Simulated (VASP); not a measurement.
Input:

```xyz
1
Lattice="-2.7245 2.7245 2.7245 2.7245 -2.7245 2.7245 2.7245 2.7245 -2.7245" Properties=species:S:1:pos:R:3 pbc="T T T"
K      0.0000     0.0000     0.0000
```

All values below come from LDA (Ceperley-Alder, Perdew-Zunger), VASP's LDA PAW potentials (set 64) (plane waves; VASP). Run with 420 eV cut-off, 10×10×10 Γ-centred mesh, Gaussian smearing of 0.10 eV, potentials K_sv.

Energy and stress use the plane-wave basis of the starting cell.

Task: The ions, cell shape and volume are relaxed. Predict the relaxed structure.

Result: 
```xyz
1
Lattice="-2.5201 2.5201 2.5201 2.5201 -2.5201 2.5201 2.5201 2.5201 -2.5201" Properties=species:S:1:pos:R:3 pbc="T T T"
K      0.0000     0.0000     5.0402
```
Space group Im-3m (229), at a tolerance of 0.03 Å.

Task: How do energy and volume change from the first to the last step?

Result: The energy (σ→0) changes by -42.7 meV/atom and the volume by -20.9 %, in 6 ionic steps.

| step | E(σ→0) (eV) | max force (eV/Å) | pressure (GPa) | volume (Å³) |
|---|---|---|---|---|
| 1 | -1.1195 | 0.000 | -0.67 | 80.90 |
| 2 | -1.1348 | 0.000 | -0.58 | 77.00 |
| 3 | -1.1585 | 0.000 | -0.26 | 68.37 |
| 4 | -1.1266 | 0.000 | 1.22 | 53.11 |
| 5 | -1.1621 | 0.000 | -0.06 | 64.86 |
| 6 | -1.1622 | 0.000 | 0.00 | 64.02 |

The structure comes from a computed database's K entry; how it stands against other phases isn't given here. This run relaxes it. Symmetry was kept, so distortions that lower it aren't found. The run is one of a series of settings (EDIFF = 1E-09, EDIFFG = -0.005, ENCUT = 420, IBRION = 2, ISIF = 3, NSW = 50, KPOINTS 10×10×10 Γ-centred mesh against the base run), some of them coarse on purpose.
